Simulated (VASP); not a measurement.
VASP ran on this input.

### INCAR
```
SYSTEM=CdTe
PREC=Accurate; ENCUT=300; LREAL=Auto
LASPH=.TRUE.
EDIFF=1E-6; NELM=100; ALGO=Normal
LMAXMIX=4
ISMEAR=0; SIGMA=0.1
ISIF=2
LWAVE=.FALSE.; LCHARG=.FALSE.
```

**POSCAR**
```
CdTe
22.96240
  0.2825525642   0.0000000000   0.0000000000
  0.0000000000   0.3995896770   0.0000000000
  0.0000000000   0.0000000000   1.0000000000
Cd Te
8 8
direct
  0.0000000000   0.6250000000   0.4494650000
  0.5000000000   0.3750000000   0.3483960000
  0.5000000000   0.8750000000   0.3483960000
  0.0000000000   0.1250000000   0.4494650000
  0.0000000000   0.1250000000   0.6516040000
  0.5000000000   0.8750000000   0.5505350000
  0.5000000000   0.3750000000   0.5505350000
  0.0000000000   0.6250000000   0.6516040000
  0.2500000000   0.6250000000   0.3483960000
  0.7500000000   0.8750000000   0.4494650000
  0.7500000000   0.3750000000   0.4494650000
  0.2500000000   0.1250000000   0.3483960000
  0.2500000000   0.1250000000   0.5505350000
  0.7500000000   0.3750000000   0.6516040000
  0.7500000000   0.8750000000   0.6516040000
  0.2500000000   0.6250000000   0.5505350000
```

KPOINTS:
```
Automatic mesh
0
Gamma
3 2 1
0 0 0
```

POTCAR, in this order: Cd Te (LDA.64 set). Program: vasp_std.

Question: Translate this LDA calculation to Ansatz.

Answer: One equivalent input (not run):
Ansatz 0.2 input:
```yaml
crystal:
  lattice:
    - [6.4880850, 0.0000000, 0.0000000]
    - [0.0000000, 9.1755380, 0.0000000]
    - [0.0000000, 0.0000000, 22.9624000]
  atoms:
    - { symbol: Cd, position: [0.0000000, 0.6250000, 0.4494650] }
    - { symbol: Cd, position: [0.5000000, 0.3750000, 0.3483960] }
    - { symbol: Cd, position: [0.5000000, 0.8750000, 0.3483960] }
    - { symbol: Cd, position: [0.0000000, 0.1250000, 0.4494650] }
    - { symbol: Cd, position: [0.0000000, 0.1250000, 0.6516040] }
    - { symbol: Cd, position: [0.5000000, 0.8750000, 0.5505350] }
    - { symbol: Cd, position: [0.5000000, 0.3750000, 0.5505350] }
    - { symbol: Cd, position: [0.0000000, 0.6250000, 0.6516040] }
    - { symbol: Te, position: [0.2500000, 0.6250000, 0.3483960] }
    - { symbol: Te, position: [0.7500000, 0.8750000, 0.4494650] }
    - { symbol: Te, position: [0.7500000, 0.3750000, 0.4494650] }
    - { symbol: Te, position: [0.2500000, 0.1250000, 0.3483960] }
    - { symbol: Te, position: [0.2500000, 0.1250000, 0.5505350] }
    - { symbol: Te, position: [0.7500000, 0.3750000, 0.6516040] }
    - { symbol: Te, position: [0.7500000, 0.8750000, 0.6516040] }
    - { symbol: Te, position: [0.2500000, 0.6250000, 0.5505350] }
kpoints:
  mp_grid: { grid: [3, 2, 1] }
hamiltonian:
  xc: lda
  pseudopotentials: { kind: paw }
scf:
  occupations: { method: gaussian, width: 0.1 }
  max_iter: 100
output: { forces: true, stress: true, eigenvalues: true }
```
The two are equivalent in intent, not identical: each code has its own PAW files, so the cut-off isn't converted (ENCUT is set for VASP's; basis.ecutwfc is left out, and Ansatz then takes the one that its files recommend); Ansatz stops its SCF on the density residual and VASP on the energy change (EDIFF); Ansatz's lda is the Perdew-Wang form, while the LDA potentials of VASP carry Perdew-Zunger's.

The cell is a sheet with vacuum, built from a database entry that may be metastable or hypothetical.
